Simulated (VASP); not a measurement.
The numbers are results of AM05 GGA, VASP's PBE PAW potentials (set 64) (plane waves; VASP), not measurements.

The input files of a VASP run:

INCAR:
```
! general
SYSTEM=KF
PREC  =Accurate
ENCUT =520   ! plane-wave cut-off (eV)
LREAL =.False.
LASPH =.True.   ! aspherical one-centre terms
ICHARG=11

! electronic loop
EDIFF =1E-7   ! SCF stop (eV)
NELM  =100   ! most electronic steps
ALGO  =Normal

! smearing
ISMEAR=0   ! Gaussian
SIGMA =0.05   ! width (eV)

! functional
GGA   =AM   ! AM05

! output
LWAVE =.False.
LCHARG=.False.
LORBIT=11   ! lm-projected
```

### POSCAR
```
KF
1
    0.0000000000     2.6877206240     2.6877206240
    2.6877206240     0.0000000000     2.6877206240
    2.6877206240     2.6877206240     0.0000000000
K F
1 1
Direct
  0.0000000000   0.0000000000   0.0000000000
  0.5000000000   0.5000000000   0.5000000000
```

File KPOINTS:
```
k-points along high-symmetry lines
15
Line-mode
Reciprocal
  0.000000   0.000000   0.000000 ! GAMMA
  0.500000   0.000000   0.500000 ! X

  0.500000   0.000000   0.500000 ! X
  0.625000   0.250000   0.625000 ! U

  0.375000   0.375000   0.750000 ! K
  0.000000   0.000000   0.000000 ! GAMMA

  0.000000   0.000000   0.000000 ! GAMMA
  0.500000   0.500000   0.500000 ! L

  0.500000   0.500000   0.500000 ! L
  0.500000   0.250000   0.750000 ! W

  0.500000   0.250000   0.750000 ! W
  0.500000   0.000000   0.500000 ! X
```

POTCAR, in this order: K_sv F (PBE.64 set). Program: vasp_std. Read from the step before: CHGCAR.

Output of the run:

OSZICAR:
```
       N       E                     dE             d eps       ncg     rms          rms(c)
DAV:   1     0.114129495298E+03    0.11413E+03   -0.83928E+03  2160   0.129E+03
DAV:   2    -0.224485381184E+01   -0.11637E+03   -0.10573E+03  2620   0.324E+02
DAV:   3    -0.765047434628E+01   -0.54056E+01   -0.53671E+01  2760   0.651E+01
DAV:   4    -0.783062760516E+01   -0.18015E+00   -0.18000E+00  3472   0.105E+01
DAV:   5    -0.783277495907E+01   -0.21474E-02   -0.21473E-02  2764   0.108E+00
DAV:   6    -0.783280768590E+01   -0.32727E-04   -0.32727E-04  3180   0.945E-02
DAV:   7    -0.783280792663E+01   -0.24074E-06   -0.24078E-06  2844   0.105E-02
DAV:   8    -0.783280792896E+01   -0.23294E-08   -0.23095E-08  1988   0.100E-03
   1 F= -.78328079E+01 E0= -.78328079E+01  d E =-.271699E-15
```

### OUTCAR
```
 val. band max:       -2.8452470991   @ k =   0.0000   0.0000   0.0000

 cond. band min:       3.3222651620   @ k =   0.0000   0.0000   0.0000



 k-point     1 :       0.0000    0.0000    0.0000
  band No.  band energies     occupation
      1     -28.8710      2.00000
      2     -21.2864      2.00000
      3     -12.2388      2.00000
      4     -12.2388      2.00000
      5     -12.2388      2.00000
      6      -2.8453      2.00000
      7      -2.8452      2.00000
      8      -2.8452      2.00000
      9       3.3223      0.00000
     10       7.7948      0.00000
     11       7.7948      0.00000
     12       7.7948      0.00000

 k-point     2 :       0.0357    0.0000    0.0357
  band No.  band energies     occupation
      1     -28.8696      2.00000
      2     -21.2876      2.00000
      3     -12.2413      2.00000
      4     -12.2413      2.00000
      5     -12.2395      2.00000
      6      -2.8693      2.00000
      7      -2.8470      2.00000
      8      -2.8470      2.00000
      9       3.3702      0.00000
     10       7.7443      0.00000
     11       7.8280      0.00000
     12       7.8280      0.00000

 k-point     3 :       0.0714    0.0000    0.0714
  band No.  band energies     occupation
      1     -28.8653      2.00000
      2     -21.2912      2.00000
      3     -12.2487      2.00000
      4     -12.2487      2.00000
      5     -12.2424      2.00000
      6      -2.9356      2.00000
      7      -2.8519      2.00000
      8      -2.8519      2.00000
      9       3.5094      0.00000
     10       7.6023      0.00000
     11       7.9265      0.00000
     12       7.9265      0.00000

 k-point     4 :       0.1071    0.0000    0.1071
  band No.  band energies     occupation
      1     -28.8584      2.00000
      2     -21.2967      2.00000
      3     -12.2607      2.00000
      4     -12.2607      2.00000
      5     -12.2500      2.00000
      6      -3.0291      2.00000
      7      -2.8593      2.00000
...
```

The density is held fixed in this step, so its total energy and stress have no physical meaning.

The compound is KF in the rock salt structure. It was relaxed first.
